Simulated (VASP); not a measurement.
Input of a VASP 6.6.1 run:

File INCAR:

```
  ALGO = Fast
  DIPOL = 0.5 0.5 0.500
  EDIFF = 1E-7
  ENCUT = 520
  GGA = PE
  IDIPOL = 3
  ISIF = 2
  ISMEAR = 0
  ISPIN = 2
  LASPH = T
  LCHARG = T
  LDIPOL = T
  LELF = T
  LMAXMIX = 4
  LORBIT = 11
  LREAL = F
  LVACPOTAV = T
  LVHAR = T
  LWAVE = F
  MAGMOM = 3 3 3 3 3 3 0 0 0 0 0 0
  NELM = 120
  PREC = Accurate
  SIGMA = 0.05
```

The input KPOINTS:

```
k-points
0
Gamma
  9 9 1
```

POSCAR

```
FeO
1.0
    3.0481959123      0.0000000000      0.0000000000
    0.0000000000      3.0481959123      0.0000000000
    0.0000000000      0.0000000000     25.7770000000
Fe O
6 6
Direct
    0.5000000000      0.5000000000      0.2909570547
    0.0000000000      0.0000000000      0.3745742328
    0.5000000000      0.5000000000      0.4581914109
    0.0000000000      0.0000000000      0.5418085891
    0.5000000000      0.5000000000      0.6254257672
    0.0000000000      0.0000000000      0.7090429453
    0.0000000000      0.0000000000      0.2909570547
    0.5000000000      0.5000000000      0.3745742328
    0.0000000000      0.0000000000      0.4581914109
    0.5000000000      0.5000000000      0.5418085891
    0.0000000000      0.0000000000      0.6254257672
    0.5000000000      0.5000000000      0.7090429453
```

Potentials or basis: VASP PAW PBE potentials, release 64 (Fe, O).

Run with:

```console
$ cat potpaw_PBE.64/Fe/POTCAR potpaw_PBE.64/O/POTCAR > POTCAR
$ mpirun -np 1 vasp_std > vasp.out
```

(1) Estimate the work function of the upper face.

(2) Estimate the work function of the lower face.

(3) Predict the site moments.

Answers

(1) 3.17 eV.

(2) 3.17 eV.

(3) Fe +3.57, +3.63, +3.62; O +0.26, +0.32, +0.30 μB.

Caveat: only a ferromagnetic start was run, and an antiferromagnetic order may lie lower in energy.
